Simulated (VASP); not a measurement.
**How U changes free-standing square Ir monolayer, spacing 2.74 A**

Aim: follow the moments and the gap of free-standing square Ir monolayer, spacing 2.74 A as U grows.

Calculated with VASP 6.6.1; PBE, spin-polarised from a ferromagnetic start; plane waves and PAW (Ir), in the first sound run; inputs show where later runs differ.

Most raw output is cut from this account.

## Step 1: The starting structure

The cell holds 2 atoms: 2 Ir. Cell: a = 5.480 Å, b = 2.740 Å, c = 14.000 Å, α = 90.0°, β = 90.0°, γ = 90.0°. It derives from Ir (free-standing square Ir monolayer, spacing 2.74 A), repeated 2×1×1. model lattice. Vacuum lies along c.

## Step 2: Series over U, start order fm, U 0

U penalises partly filled orbitals; repeating the run over U shows how far moments and gap depend on it.

INCAR

```
SYSTEM = Ir
PREC = Normal
ENCUT = 350
EDIFF = 1E-06
NELM = 150
ISMEAR = 0
SIGMA = 0.1
LREAL = .FALSE.
ALGO = Normal
GGA = PE
NBANDS = 18
ISPIN = 2
MAGMOM = 0.6 0.6
LMAXMIX = 4
LORBIT = 11
LWAVE = .FALSE.
LCHARG = .FALSE.
KPAR = 2
AMIX = 0.2
BMIX = 1E-04
AMIX_MAG = 0.8
BMIX_MAG = 1E-04
NEDOS = 1200
LASPH = .TRUE.
```

POSCAR

```
Ir
1.0
    5.4800000000      0.0000000000      0.0000000000
    0.0000000000      2.7400000000      0.0000000000
    0.0000000000      0.0000000000     14.0000000000
Ir
2
Direct
    0.0000000000      0.0000000000      0.5000000000
    0.5000000000      0.0000000000      0.5000000000
```

KPOINTS

```
Automatic mesh
0
Gamma
4 8 1
0 0 0
```

Potentials, in the order of the species: Ir (PBE family, release 64).

Run with:

```
$ mpirun -np 2 vasp_std
```

The job ended after 12 s (2 MPI ranks of Intel Xeon 6975P-C (Granite Rapids), shared host; peak memory 0.38 GiB; 23 s of CPU time).

This step gave:

```
electronic cycles                                 : 22
electrons                                         : 18
free energy (TOTEN)                               : -11.99 eV
energy at zero smearing                           : -11.97 eV
Fermi energy                                      : -3.882 eV
moment of the cell, from the last line of the log : 1.959 μB
labelled metallic, from the levels on this mesh   : yes
```

Spin moment in the PAW sphere by atom:

```csv
atom,spin moment in the PAW sphere (μB)
Ir1,0.928
Ir2,0.928
```

Energy at zero smearing: -11.97207 eV.

## Step 3: Series over U, start order AFM, U 0

This step: PBE, spin-polarised from an antiferromagnetic start; plane waves and PAW (Ir) (VASP 6.6.1).

INCAR, as its differences from that of step 2:

```diff
@@ -12,3 +12,3 @@
 ISPIN = 2
-MAGMOM = 0.6 0.6
+MAGMOM = 0.6 -0.6
 LMAXMIX = 4
```

POSCAR is that of step 2.

KPOINTS is that of step 2.

Run with:

```
$ mpirun -np 2 vasp_std
```

Elapsed: 9 s, on 2 MPI ranks; peak memory 0.39 GiB; 17 s of CPU time.

Numbers from this step:

| Property | Result |
| --- | --- |
| electronic cycles | 15 |
| free energy (TOTEN) | -11.92 eV |
| energy at zero smearing | -11.90 eV |
| Fermi energy | -4.011 eV |

Spin moment in the PAW sphere by atom:

```csv
atom,spin moment in the PAW sphere (μB)
Ir1,0.535
Ir2,-0.535
```

Energy at zero smearing: -11.90075 eV.

## Step 4: Series over U, start order fm, U 2

This step: PBE, DFT+U (Ir d 2 eV), spin-polarised from a ferromagnetic start; plane waves and PAW (Ir) (VASP 6.6.1).

INCAR, as its differences from that of step 3:

```diff
@@ -12,3 +12,10 @@
 ISPIN = 2
-MAGMOM = 0.6 -0.6
+MAGMOM = 0.6 0.6
+LDAU = .TRUE.
+LDAUTYPE = 2
+LDAUL = 2
+LDAUU = 2
+LDAUJ = 0
+LDAUPRINT = 1
+LASPH = .TRUE.
 LMAXMIX = 4
@@ -23,2 +30 @@
 NEDOS = 1200
-LASPH = .TRUE.
```

POSCAR is that of step 3.

KPOINTS is that of step 3.

Run with:

```
$ mpirun -np 2 vasp_std
```

The job ended after 12 s (2 MPI ranks; peak memory 0.38 GiB).

A U on the itinerant d states of such a compound is hard to justify; it moves the bands at the Fermi level and favours large moments.

Energy at zero smearing: -8.26864 eV.

## Step 5: Series over U, start order AFM, U 2

This step: PBE, DFT+U (Ir d 2 eV), spin-polarised from an antiferromagnetic start; plane waves and PAW (Ir) (VASP 6.6.1).

INCAR, as its differences from that of step 4:

```diff
@@ -12,3 +12,3 @@
 ISPIN = 2
-MAGMOM = 0.6 0.6
+MAGMOM = 0.6 -0.6
 LDAU = .TRUE.
```

POSCAR is that of step 4.

KPOINTS is that of step 4.

Run with:

```
$ mpirun -np 2 vasp_std
```

It took 17 s on 2 MPI ranks; peak memory 0.39 GiB.

Energy at zero smearing: -7.88177 eV.

## Step 6: Series over U, start order fm, U 6

This step: PBE, DFT+U (Ir d 6 eV), spin-polarised from a ferromagnetic start; plane waves and PAW (Ir) (VASP 6.6.1).

INCAR, as its differences from that of step 5:

```diff
@@ -12,3 +12,3 @@
 ISPIN = 2
-MAGMOM = 0.6 -0.6
+MAGMOM = 0.6 0.6
 LDAU = .TRUE.
@@ -16,3 +16,3 @@
 LDAUL = 2
-LDAUU = 2
+LDAUU = 6
 LDAUJ = 0
```

POSCAR is that of step 5.

KPOINTS is that of step 5.

Run with:

```
$ mpirun -np 2 vasp_std
```

The job ended after 57 s (2 MPI ranks; peak memory 0.41 GiB).

Spin moment in the PAW sphere by atom:

```csv
atom,spin moment in the PAW sphere (μB)
Ir1,2.01
Ir2,2.01
```

Energy at zero smearing: -3.84590 eV.

## Step 7: Series over U, start order AFM, U 6

This step: PBE, DFT+U (Ir d 6 eV), spin-polarised from an antiferromagnetic start; plane waves and PAW (Ir) (VASP 6.6.1).

INCAR, as its differences from that of step 6:

```diff
@@ -12,3 +12,3 @@
 ISPIN = 2
-MAGMOM = 0.6 0.6
+MAGMOM = 0.6 -0.6
 LDAU = .TRUE.
```

POSCAR is that of step 6.

KPOINTS is that of step 6.

Run with:

```
$ mpirun -np 2 vasp_std
```

Elapsed: 37 s, on 2 MPI ranks; peak memory 0.39 GiB; 71 s of CPU time.

Spin moment in the PAW sphere by atom:

```csv
atom,spin moment in the PAW sphere (μB)
Ir1,2.30
Ir2,-2.30
```

Energy at zero smearing: -1.67790 eV.

## Step 8: Series over U, start order fm, U 6 (run 2)

This step: PBE, DFT+U (Ir d 6 eV), spin-polarised from a ferromagnetic start; plane waves and PAW (Ir) (VASP 6.6.1).

INCAR, as its differences from that of step 7:

```diff
@@ -12,8 +12,8 @@
 ISPIN = 2
-MAGMOM = 0.6 -0.6
+MAGMOM = 0.6 0.6
 LDAU = .TRUE.
-LDAUTYPE = 2
+LDAUTYPE = 1
 LDAUL = 2
 LDAUU = 6
-LDAUJ = 0
+LDAUJ = 0.5
 LDAUPRINT = 1
```

POSCAR is that of step 7.

KPOINTS is that of step 7.

Run with:

```
$ mpirun -np 2 vasp_std
```

Wall time 42 s (2 MPI ranks); peak memory 0.4 GiB; 81 s of CPU time.

Spin moment in the PAW sphere by atom:

```csv
atom,spin moment in the PAW sphere (μB)
Ir1,1.60
Ir2,1.60
```

The total moment is the log's last value; OUTCAR's line is one cycle older.

Energy at zero smearing: -4.49979 eV.

## Step 9: Series over U, start order AFM, U 6 (run 2)

This step: PBE, DFT+U (Ir d 6 eV), spin-polarised from an antiferromagnetic start; plane waves and PAW (Ir) (VASP 6.6.1).

INCAR, as its differences from that of step 8:

```diff
@@ -12,3 +12,3 @@
 ISPIN = 2
-MAGMOM = 0.6 0.6
+MAGMOM = 0.6 -0.6
 LDAU = .TRUE.
```

POSCAR is that of step 8.

KPOINTS is that of step 8.

Run with:

```
$ mpirun -np 2 vasp_std
```

The job ended after 63 s (2 MPI ranks; peak memory 0.4 GiB).

Spin moment in the PAW sphere by atom:

```csv
atom,spin moment in the PAW sphere (μB)
Ir1,2.26
Ir2,-2.26
```

Energy at zero smearing: -3.22865 eV.

## Step 10: Series over U, start order fm, U 8

This step: PBE, DFT+U (Ir d 8 eV), spin-polarised from a ferromagnetic start; plane waves and PAW (Ir) (VASP 6.6.1).

INCAR, as its differences from that of step 9:

```diff
@@ -12,8 +12,8 @@
 ISPIN = 2
-MAGMOM = 0.6 -0.6
+MAGMOM = 0.6 0.6
 LDAU = .TRUE.
-LDAUTYPE = 1
+LDAUTYPE = 2
 LDAUL = 2
-LDAUU = 6
-LDAUJ = 0.5
+LDAUU = 8
+LDAUJ = 0
 LDAUPRINT = 1
```

POSCAR is that of step 9.

KPOINTS is that of step 9.

Run with:

```
$ mpirun -np 2 vasp_std
```

The job ended after 80 s (2 MPI ranks; peak memory 0.41 GiB).

The electronic loop did not meet EDIFF within NELM cycles, so this run is left out of the comparison.

## Step 11: Series over U, start order AFM, U 8

This step: PBE, DFT+U (Ir d 8 eV), spin-polarised from an antiferromagnetic start; plane waves and PAW (Ir) (VASP 6.6.1).

INCAR, as its differences from that of step 10:

```diff
@@ -12,3 +12,3 @@
 ISPIN = 2
-MAGMOM = 0.6 0.6
+MAGMOM = 0.6 -0.6
 LDAU = .TRUE.
```

POSCAR is that of step 10.

KPOINTS is that of step 10.

Run with:

```
$ mpirun -np 2 vasp_std
```

Wall time 85 s (2 MPI ranks); peak memory 0.42 GiB.

The electronic loop did not meet EDIFF within NELM cycles, so this run is left out of the comparison.

## Step 12: Summary

This step: DFT+U series, PBE; plane waves and PAW (VASP 6.6.1).

This step runs nothing: it gathers the runs above.

Energies at different U are not comparable. U series, by row:

```csv
U (eV),J (eV),LDAUTYPE,start,energy (eV/atom),mean moment (μB),gap on the mesh (eV)
0,0,-,fm,-5.986,0.928,0
0,0,-,afm,-5.95,0.535,0
2,0,2,fm,-4.134,1.828,0
2,0,2,afm,-3.941,1.313,0
6,0,2,fm,-1.923,2.012,0
6,0,2,afm,-0.839,2.301,0
6,0.5,1,fm,-2.25,1.603,0
6,0.5,1,afm,-1.614,2.261,0
```

## Step 13: Summary of results

```yaml
u_0_ev_j_0_ev_fm_start: mean size of the moments 0.93 μB
u_0_ev_j_0_ev_afm_start: mean size of the moments 0.54 μB
u_2_ev_j_0_ev_fm_start: mean size of the moments 1.83 μB
u_2_ev_j_0_ev_afm_start: mean size of the moments 1.31 μB
u_6_ev_j_0_ev_fm_start: mean size of the moments 2.01 μB
u_6_ev_j_0_ev_afm_start: mean size of the moments 2.30 μB
u_6_ev_j_0p5_ev_fm_start: mean size of the moments 1.60 μB
u_6_ev_j_0p5_ev_afm_start: mean size of the moments 2.26 μB
```

**Reading.** At U = 2, 6 and 6 eV the two starts end 0.19 to 1.08 eV an atom apart. So large a difference can come from other orbital or spin states as well as from the order, so the rows below need not follow one state over U. For the ferromagnetic start without J, from U = 0 to 6 eV the mean moment goes from 0.93 to 2.01 μB, the cell stays metallic. A jump between neighbouring rows can also mean that the runs ended in different spin or orbital states. U acts inside the PAW spheres, so the same number means something else in a code with other projectors.

[Lines on the potential files, build, host, timing and source positions are cut from VASP's logs without a mark.]

[Logs are printed without paths, hosts, clocks, repeated set-up lines and the standing remarks that a program may print on its own settings, such as how far it seeks lower states.]

[Hosts, paths, dates, database ids (printed as entryN), source tags and the programs' standing remarks are cut or masked in the printed files.]

[In band tables of VASP the shares of atoms and orbitals are scaled to a sum of 1 inside the atoms' spheres.]

[Runs that stopped without an error message from VASP are left out.]
